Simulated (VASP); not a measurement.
Input:

```yaml
crystal:
  lattice:
    - [4.17937, 0.00000, 0.00000]
    - [0.00000, 4.17937, 0.00000]
    - [0.00000, 0.00000, 4.17937]
  atoms:
    - { symbol: Ba, position: [0.00000, 0.00000, 0.00000] }
    - { symbol: Hf, position: [0.50000, 0.50000, 0.50000] }
    - { symbol: O, position: [0.50000, 0.00000, 0.50000] }
    - { symbol: O, position: [0.00000, 0.50000, 0.50000] }
    - { symbol: O, position: [0.50000, 0.50000, 0.00000] }
```

Calculation: PBE GGA with D3 dispersion (Becke-Johnson damping), VASP's PBE PAW potentials (set 64) (plane waves; VASP). Settings: 520 eV cut-off, Gaussian smearing of 0.050 eV, potentials Ba_sv Hf_pv O.

Unless said otherwise, spin-orbit coupling is left out, though it shifts the bands of the heavy elements here.

### Question
Give the energies of bands 11 to 22 at the high-symmetry points, in eV from the valence-band maximum.

### Answer

| band | Γ | X | M | R |
|---|---|---|---|---|
| 11 | -1.68 | -3.92 | -4.24 | -4.40 |
| 12 | -1.68 | -2.07 | -3.78 | -3.72 |
| 13 | -1.68 | -2.07 | -3.73 | -3.72 |
| 14 | -0.97 | -1.82 | -2.40 | -2.52 |
| 15 | -0.97 | -1.71 | -2.40 | -2.52 |
| 16 | -0.97 | -1.71 | -1.03 | -2.52 |
| 17 | -0.22 | -1.68 | -0.93 | 0.00 |
| 18 | -0.22 | -0.53 | -0.93 | 0.00 |
| 19 | -0.22 | -0.53 | -0.08 | 0.00 |
| 20 | 3.57 | 4.13 | 6.23 | 6.01 |
| 21 | 3.57 | 6.33 | 6.23 | 6.01 |
| 22 | 3.57 | 6.33 | 6.57 | 6.01 |

The gap is indirect, 3.57 eV, from the valence maximum at R to the conduction minimum at Γ.

The compound is BaHfO3 in the cubic perovskite structure. It was relaxed first.
